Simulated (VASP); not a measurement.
Method: r2SCAN meta-GGA, VASP's PBE PAW potentials (set 64) (plane waves; VASP).

Input for VASP

**KPOINTS**
```
Automatic mesh
0
Gamma
10 10 10
0 0 0
```

### INCAR
```
ALGO = Normal
EDIFF = 1E-6
EDIFFG = -0.01
ENCUT = 400
IBRION = 2
ISIF = 3
ISMEAR = 1
LASPH = .TRUE.
LCHARG = .FALSE.
LMAXMIX = 6
LMIXTAU = .TRUE.
LREAL = .FALSE.
LWAVE = .FALSE.
METAGGA = R2SCAN
NELM = 100
NSW = 60
PREC = Accurate
SIGMA = 0.1
SYSTEM = Gd
```

### POSCAR
```
Gd
1
    3.2153428379     0.0000000000     0.0000000000
    0.0000000000     3.2153428379    -0.0000000000
   -0.0000000000     0.0000000000     3.2153428379
Gd
1
Direct
  0.0000000000   0.0000000000   0.0000000000
```

POTCAR, in this order: Gd_3 (PBE.64 set). Program: vasp_std.

The 4f electrons are frozen in the core of the lanthanide potential, so 4f levels, which can set the real gap, and their magnetism are missing.

What does the run give for the energy per atom (σ→0), volume per atom, band gap (on the k-mesh)?

```
Item                                                        Result
------------------------  ----------------------------------------
energy per atom (σ→0)                      -2876.9 kJ/mol of atoms
band gap (on the k-mesh)  none (metal, semimetal or under 0.01 eV)
volume per atom                                      33.22 Å³/atom
```

**OSZICAR**
```
...
DAV:   6    -0.298182368854E+02   -0.71108E-06   -0.10669E-06   592   0.103E-02
   2 F= -.29818237E+02 E0= -.29817314E+02  d E =0.164060E-04
       N       E                     dE             d eps       ncg     rms          rms(c)
DAV:   1    -0.298182706589E+02   -0.34485E-04   -0.58779E-04   896   0.199E-01    0.275E-02
DAV:   2    -0.298182516117E+02    0.19047E-04   -0.32933E-05   928   0.531E-02    0.122E-02
DAV:   3    -0.298182467276E+02    0.48842E-05   -0.26158E-05  1000   0.410E-02    0.539E-03
DAV:   4    -0.298182470040E+02   -0.27646E-06   -0.84480E-07   632   0.986E-03
   3 F= -.29818247E+02 E0= -.29817321E+02  d E =0.628733E-05
```

The structure was generated: Gd was put into the simple-cubic type (Pm-3m), which need not be its known phase. This run relaxes it. Symmetry was kept, so distortions that lower it aren't found. The start is the result of an earlier pass.
